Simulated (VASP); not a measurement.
A run of VASP 6.6.1:

Contents of INCAR:

```
SYSTEM = AlB2Sb3
  PREC = Accurate
  ENCUT = 520
  EDIFF = 1E-6
  ISMEAR = 0
  SIGMA = 0.1
  LREAL = .FALSE.
  LASPH = .TRUE.
  NELM = 120
  ALGO = Normal
  ISIF = 3
  LWAVE = .FALSE.
  LCHARG = .FALSE.
  GGA = PE
  IBRION = 2
  NSW = 90
  EDIFFG = -0.01
  KPAR = 4
```

The input KPOINTS:

```
regular mesh
0
G
  8 8 4
  0 0 0
```

File POSCAR:

```
AlB2Sb3
1.0
    3.9437383800      0.0000000000      0.0000000000
   -1.9718691900      3.4153776300      0.0000000000
    0.0000000000      0.0000000000      9.8810000000
Al B Sb
1 2 3
Direct
    0.0000000000      0.0000000000      0.0048578100
    0.6666666700      0.3333333300      0.3493573500
    0.3333333300      0.6666666700      0.6521607100
    0.6666666700      0.3333333300      0.5814188800
    0.0000000000      0.0000000000      0.2775022800
    0.3333333300      0.6666666700      0.8845258600
```

Potentials or basis: VASP PAW PBE potentials, release 64 (Al, B, Sb).

Launch:

```bash
$ cat potpaw_PBE.64/Al/POTCAR potpaw_PBE.64/B/POTCAR potpaw_PBE.64/Sb/POTCAR > POTCAR
$ mpirun -np 4 vasp_std > vasp.out
```

Hardware: 4 MPI ranks on Intel(R) Xeon(R) Platinum 8488C (Sapphire Rapids), with other jobs on the host.

Problem. How long does it take, and how much memory?

Solution. It took 69 s on 4 MPI ranks on Intel(R) Xeon(R) Platinum 8488C (Sapphire Rapids) (shared host), peak memory 0.31 GiB a rank. Counts: scf iterations 37, k points 35, ion steps 6.
